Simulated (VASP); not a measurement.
A convergence study with VASP on TiC (space group no. 225 when undisturbed): a few settings are varied, all else stays as given below, so the limit is that of these other settings. One atom is moved off its site, so that forces are finite.

```
CELL_PARAMETERS angstrom
      0.00000     2.15850     2.15850
      2.15850     0.00000     2.15850
      2.15850     2.15850     0.00000
ATOMIC_POSITIONS crystal
  Ti 0.01158 0.01158 0.98842
  C  0.50000 0.50000 0.50000
```

Calculation: PBE GGA, VASP's PBE PAW potentials (set 64) (plane waves; VASP). The last row used: 400 eV cut-off, 13×13×13 Γ-centred mesh, Fermi-Dirac smearing of 0.10 eV, potentials Ti_sv C.

```csv
setting,E (eV/atom),pressure (GPa),largest force (eV/Å),irreducible k-points
NBANDS = 8,-9.3392,1.64,0.399,196
NBANDS = 9,-9.3459,1.66,0.484,196
NBANDS = 10,-9.3459,1.66,0.484,196
NBANDS = 11,-9.3459,1.65,0.483,196
NBANDS = 12,-9.3459,1.66,0.484,196
NBANDS = 14,-9.3459,1.64,0.483,196
NBANDS = 18,-9.3459,1.63,0.484,196
NBANDS = 24,-9.3459,1.65,0.483,196
NBANDS = 40,-9.3459,1.62,0.483,196
```

VASP warned of too few bands at NBANDS = 8; NBANDS = 9.

Left out are rungs that failed or repeat a setting and relaxations that didn't move; long series are thinned to 24 rows.

The structure is a typed TiC crystal (space group no. 225). The cell was not relaxed at this level, it is distorted from the ideal structure. VASP warned that the highest band is occupied, so more bands are needed.
